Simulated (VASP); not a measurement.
All values below come from TPSS meta-GGA, VASP's PBE PAW potentials (set 64) (plane waves; VASP).

The input files of a VASP run:

**KPOINTS**
```
Automatic mesh
0
Gamma
12 12 12
0 0 0
```

**INCAR**
```
ALGO = Normal
EDIFF = 1E-7
ENCUT = 520
ISIF = 2
ISMEAR = 1
LASPH = T
LCHARG = F
LMAXMIX = 4
LMIXTAU = T
LREAL = F
LWAVE = F
METAGGA = TPSS
NELM = 100
PREC = Accurate
SIGMA = 0.1
SYSTEM = TiCo
```

### POSCAR
```
TiCo
1
    2.9750127776     0.0000000000     0.0000000000
    0.0000000000     2.9750127776     0.0000000000
    0.0000000000     0.0000000000     2.9750127776
Ti Co
1 1
Direct
  0.0000000000   0.0000000000   0.0000000000
  0.5000000000   0.5000000000   0.5000000000
```

POTCAR, in this order: Ti_sv Co (PBE.64 set). Program: vasp_std.

The run wrote:

OSZICAR:
```
       N       E                     dE             d eps       ncg     rms          rms(c)
DAV:   1     0.194435432730E+03    0.19444E+03   -0.15301E+04  2364   0.296E+03
DAV:   2    -0.538596305164E+01   -0.19982E+03   -0.19648E+03  2676   0.579E+02
DAV:   3    -0.289313657732E+02   -0.23545E+02   -0.23251E+02  4282   0.202E+02
DAV:   4    -0.304492800658E+02   -0.15179E+01   -0.15080E+01  3692   0.523E+01
DAV:   5    -0.305835070901E+02   -0.13423E+00   -0.13381E+00  4148   0.114E+01    0.980E+00
DAV:   6    -0.309087829855E+02   -0.32528E+00   -0.68087E+01  2424   0.878E+01    0.108E+01
DAV:   7    -0.310071775866E+02   -0.98395E-01   -0.63641E+00  3256   0.423E+01    0.929E+00
DAV:   8    -0.309627947569E+02    0.44383E-01   -0.15002E-01  3296   0.503E+00    0.875E+00
DAV:   9    -0.294224788443E+02    0.15403E+01   -0.59739E+00  2846   0.341E+01    0.206E+00
DAV:  10    -0.304812125214E+02   -0.10587E+01   -0.22018E+00  3554   0.164E+01    0.199E+00
DAV:  11    -0.304374350714E+02    0.43777E-01   -0.45152E-01  3098   0.800E+00    0.679E-01
DAV:  12    -0.304112725563E+02    0.26163E-01   -0.22158E-01  3148   0.393E+00    0.972E-01
DAV:  13    -0.304335294604E+02   -0.22257E-01   -0.87432E-02  3104   0.324E+00    0.496E-01
DAV:  14    -0.304368404658E+02   -0.33110E-02   -0.19224E-02  3324   0.909E-01    0.269E-01
DAV:  15    -0.304367808178E+02    0.59648E-04   -0.28534E-03  2740   0.738E-01    0.905E-02
DAV:  16    -0.304370581616E+02   -0.27734E-03   -0.51856E-04  3248   0.279E-01    0.891E-02
DAV:  17    -0.304368889720E+02    0.16919E-03   -0.70607E-04  3250   0.290E-01    0.356E-02
DAV:  18    -0.304369325738E+02   -0.43602E-04   -0.73456E-05  3146   0.123E-01    0.203E-02
DAV:  19    -0.304369274246E+02    0.51491E-05   -0.20247E-05  3548   0.523E-02    0.106E-02
DAV:  20    -0.304369297898E+02   -0.23652E-05   -0.53622E-06  3514   0.328E-02    0.131E-02
DAV:  21    -0.304369289074E+02    0.88238E-06   -0.45411E-06  3096   0.191E-02    0.517E-03
DAV:  22    -0.304369284739E+02    0.43355E-06   -0.46064E-07  2282   0.796E-03    0.231E-03
DAV:  23    -0.304369283377E+02    0.13617E-06   -0.90248E-08  1302   0.359E-03    0.967E-04
DAV:  24    -0.304369282724E+02    0.65330E-07   -0.48544E-08  1248   0.294E-03
   1 F= -.30436928E+02 E0= -.30436535E+02  d E =-.117964E-02
```

**OUTCAR**
```
------------------------ aborting loop because EDIFF is reached ----------------------------------------
  FORCE on cell =-STRESS in cart. coord.  units (eV):
  Direction    XX          YY          ZZ          XY          YZ          ZX
  --------------------------------------------------------------------------------------
  Total       -0.8933888     -0.8933888     -0.8933888      0.0000000      0.0000000      0.0000000
  in kB      -54.3606424    -54.3606424    -54.3606424      0.0000000      0.0000000      0.0000000
  external PRESSURE =     -54.3606424 kB  Pullay stress =       0.0000000 kB
  volume of cell :       26.33
      direct lattice vectors                 reciprocal lattice vectors
     2.975012778  0.000000000  0.000000000     0.336133010  0.000000000  0.000000000
     0.000000000  2.975012778  0.000000000     0.000000000  0.336133010  0.000000000
     0.000000000  0.000000000  2.975012778     0.000000000  0.000000000  0.336133010
 POSITION                                       TOTAL-FORCE (eV/Angst)
 -----------------------------------------------------------------------------------
      0.00000      0.00000      0.00000         0.000000      0.000000      0.000000
      1.48751      1.48751      1.48751         0.000000      0.000000      0.000000
 -----------------------------------------------------------------------------------
    total drift:                                0.000000      0.000000     -0.000000
  FREE ENERGIE OF THE ION-ELECTRON SYSTEM (eV)
  ---------------------------------------------------
  free  energy   TOTEN  =       -30.4369282724 eV

  energy  without entropy=      -30.4357486327  energy(sigma->0) =      -30.43653506
```
(Selected blocks of OUTCAR.)

The compound is TiCo in the CsCl type structure. This cell is one point of a volume scan, at 1.03 of the reference volume. The run is not spin-polarised, so no magnetic state was tried. The electron count is odd and the run is not spin-polarised, which forces a metal.
